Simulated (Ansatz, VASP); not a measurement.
# Tl2S in two plane-wave programs, part 3 of 3

One calculation is typed for both programs; each brings its own data sets. How far apart do they land? The cell is generated by rule, not measured, and may not be a known phase. The cell is taken from a series of runs on this material, whose earlier steps may have relaxed, scaled, displaced or heated it; both programs get it as it stands.

VASP 6.6.1 and Ansatz 0.2.0.

So far: The starting structure; VASP: relaxation of cell and atoms, PBEsol, pair 1; Ansatz: relaxation of cell and atoms, PBEsol, pair 1; Differences; VASP: relaxation of cell and atoms, PBEsol, pair 2; Ansatz: relaxation of cell and atoms, PBEsol, pair 2.

**8. VASP: relaxation of cell and atoms, PBEsol, pair 3**

Level of this step: PBEsol; plane waves and PAW (S, Tl_d); invented cell (VASP).

The relaxed volume is the usual yardstick between codes: in a stiff, nearly cubic crystal its relative difference is about their pressure difference at one cell divided by the bulk modulus. Its start cell is another than that of the pair before, and may be another structure of the material.

Input file INCAR:

```
SYSTEM = Tl2S
PREC = Accurate
ENCUT = 500
EDIFF = 1E-07
NELM = 120
ISMEAR = 1
SIGMA = 0.2
LREAL = .FALSE.
ALGO = Normal
GGA = PS
NBANDS = 39
LORBIT = 11
LWAVE = .FALSE.
LCHARG = .FALSE.
ISIF = 3
IBRION = 2
NSW = 80
EDIFFG = -0.005
LASPH = .TRUE.
GGA_COMPAT = .FALSE.
NELMIN = 4
KPAR = 2
```

Input file POSCAR:

```
Tl2S
1.0
    6.5578070000      0.0000000000      0.0000000000
    0.0000000000      6.5578070000      0.0000000000
    0.0000000000      0.0000000000      4.9579620000
S Tl
2 4
Direct
    0.0000000000      0.0000000000      0.5000000000
    0.5000000762      0.5000000762      0.0000000000
    0.1871303928      0.1871303928      0.0000000000
    0.6871304691      0.3128695309      0.5000000000
    0.3128695309      0.6871304691      0.5000000000
    0.8128696072      0.8128696072      0.0000000000
```

Input file KPOINTS:

```
Automatic mesh
0
Gamma
6 6 8
0 0 0
```

Potentials, in the order of the species: S and Tl_d (PBE family, release 64).

The run is started by

```console
$ mpirun -np 2 vasp_std
```

Numbers of over 12 decimals in the logs are rounded to 6 here.

The log of the run:

```text
[... set-up lines as in an earlier step ...]
 entering main loop
       N       E                     dE             d eps       ncg     rms          rms(c)
DAV:   1     0.348575154619E+03    0.34858E+03   -0.30903E+04  3908   0.141E+03
DAV:   2     0.342649770382E-01   -0.34854E+03   -0.33490E+03  4362   0.301E+02
DAV:   3    -0.207937715397E+02   -0.20828E+02   -0.19820E+02  4758   0.541E+01
DAV:   4    -0.212283425752E+02   -0.43457E+00   -0.43397E+00  4265   0.756E+00
[...]
DAV:  14    -0.192368035994E+02   -0.17975E-06   -0.79674E-06  4279   0.142E-02    0.276E-03
DAV:  15    -0.192368032762E+02    0.32329E-06   -0.80384E-07  3631   0.499E-03    0.495E-04
DAV:  16    -0.192368033261E+02   -0.49925E-07   -0.21617E-07  3315   0.207E-03
   1 F= -.19236803E+02 E0= -.19239043E+02  d E =-.192368E+02
[... from here on, the cycles between the ionic steps are left out ...]
   2 F= -.19236864E+02 E0= -.19239128E+02  d E =-.609095E-04
   3 F= -.19236882E+02 E0= -.19239167E+02  d E =-.785983E-04
   4 F= -.19236901E+02 E0= -.19239200E+02  d E =-.193849E-04
   5 F= -.19236952E+02 E0= -.19239292E+02  d E =-.705139E-04
   6 F= -.19237023E+02 E0= -.19239441E+02  d E =-.140802E-03
[...]
reached required accuracy - stopping structural energy minimisation
```

OUTCAR, selected parts (step 8):

```text
  Total       -0.0141852     -0.0141852      0.0268814      0.0000000      0.0000000      0.0000000
  in kB       -0.1068665     -0.1068665      0.2025143      0.0000000      0.0000000      0.0000000
  external PRESSURE =      -0.0037395 kB  Pullay stress =       0.0000000 kB

 POSITION                                       TOTAL-FORCE (eV/Angst)
 -----------------------------------------------------------------------------------
      0.00000      0.00000      2.48488        -0.000000      0.000000      0.000000
      3.27081      3.27081      0.00000        -0.000000      0.000000      0.000000
      1.22100      1.22100      0.00000         0.001905      0.001905      0.000000
      4.49181      2.04981      2.48488         0.001905     -0.001905      0.000000
      2.04981      4.49181      2.48488        -0.001905      0.001905      0.000000
      5.32062      5.32062      0.00000        -0.001905     -0.001905      0.000000
 -----------------------------------------------------------------------------------
    total drift:                               -0.000260     -0.000260     -0.000000

  FREE ENERGIE OF THE ION-ELECTRON SYSTEM (eV)
  ---------------------------------------------------
  free  energy   TOTEN  =       -19.2370227260 eV

  energy  without entropy=      -19.2442789682  energy(sigma->0) =      -19.23944147

[... 1 part as in an earlier step ...]

[... 3 further parts left out ...]
[key lines of the parts left out:]
E-fermi :   3.3451
```

**9. Ansatz: relaxation of cell and atoms, PBEsol, pair 3**

The same cell, functional, mesh and smearing now go to Ansatz, which takes its cutoff from its data sets.

The cell is taken from a series of runs on this material, whose earlier steps may have relaxed, scaled, displaced or heated it; both programs get it as it stands.

Input file input.yaml:

```yaml
crystal:
  lattice:
    - [6.5578071904, 0.0, 0.0]
    - [0.0, 6.5578071904, 0.0]
    - [0.0, 0.0, 4.9579622144]
  atoms:
    - { symbol: S, position: [0.0, 0.0, 0.5] }
    - { symbol: S, position: [0.5, 0.5, 0.0] }
    - { symbol: Tl, position: [0.1871304537, 0.1871304537, 0.0] }
    - { symbol: Tl, position: [0.6871304537, 0.3128695463, 0.5] }
    - { symbol: Tl, position: [0.3128695463, 0.6871304537, 0.5] }
    - { symbol: Tl, position: [0.8128695463, 0.8128695463, 0.0] }
kpoints:
  mp_grid: { grid: [6, 6, 8] }
hamiltonian:
  xc: pbesol
scf:
  occupations: { method: methfessel_paxton, width: 0.2 }
output:
  forces: true
  stress: true
  eigenvalues: true
relax:
  adjacent_minimum: "off"
  f_tol: 0.001
  max_steps: 60
  cell: { stress_tol: 0.01 }
```

The run is started by

```console
$ ansatz run input.yaml --threads 8 --pin off --max-ram 14336MiB --backend cpu --events-out ev --progress --plain --runs-dir out
```

The log of the run:

```text
[...]
Crystal: 6 atoms, lattice volume = 213.216 Å³
Basis set: ecut = 420 eV, 4189 PW (Γ), exchange–correlation on 90×90×72 points (8 copies of the dense FFT grid, shifted against one another)
Bands: 39, of which v1, the nominal top of the filled ones, is band 32 counted from 1 (31 counted from 0)
Symmetry: 16 space group operations
[...]
k-points: 50 of 288
[...]
cell:  # Å, volume = 212.8667 Å³
    - [6.528685, 0, 0]
    - [0, 6.528685, 0]
    - [0, 0, 4.994089]
  atoms:
    - { symbol: S, position: [0, 0, 0.500000] }
    - { symbol: S, position: [0.500000, 0.500000, 0] }
    - { symbol: Tl, position: [0.186577, 0.186577, 0] }
    - { symbol: Tl, position: [0.686577, 0.313423, 0.500000] }
    - { symbol: Tl, position: [0.313423, 0.686577, 0.500000] }
    - { symbol: Tl, position: [0.813423, 0.813423, 0] }
[key lines of the parts left out:]
SCF converged after 5 iterations
Free energy (F): -46952.456955 eV
Fermi energy:    5.636064 eV
P = ⅓ Tr σ = -0.0051 GPa (-0.051 kbar)
```

**10. Side by side**

Both answers:

| quantity | Ansatz | VASP | difference |
| --- | --- | --- | --- |
| volume (Å³) | 212.87 | 212.67 | +0.09 % |
| edge a after relaxation, in the typed setting (Å) | 6.529 | 6.542 | -0.20 % |
| edge c after relaxation, in the typed setting (Å) | 4.994 | 4.970 | +0.49 % |

**11. Results**

```json
{"difference in volume (relaxation of cell and atoms, PBEsol, pair 1)": "0.32 %", "difference in volume (relaxation of cell and atoms, PBEsol, pair 2)": "0.10 %", "difference in edge c after relaxation, in the typed setting (relaxation of cell and atoms, PBEsol, pair 3)": "0.49 %"}
```

What this shows: The difference in edge c after relaxation, in the typed setting is 0.49 % (relaxation of cell and atoms, PBEsol, pair 3), within the 1.2 % picked in this series as the mark of a large difference, as far as the stopping tolerances let one tell. 2 further runs of this series are not shown here. How closely two codes agree says nothing of how well the functional describes the real material.

[Lines on the potential files, build, host, timing and source positions are cut from VASP's logs without a mark.]

[Logs are printed without paths, hosts, clocks, repeated set-up lines and the standing remarks that a program may print on its own settings, such as how far it seeks lower states.]

[Hosts, paths, dates, database ids (printed as entryN), source tags and the programs' standing remarks are cut or masked in the printed files.]
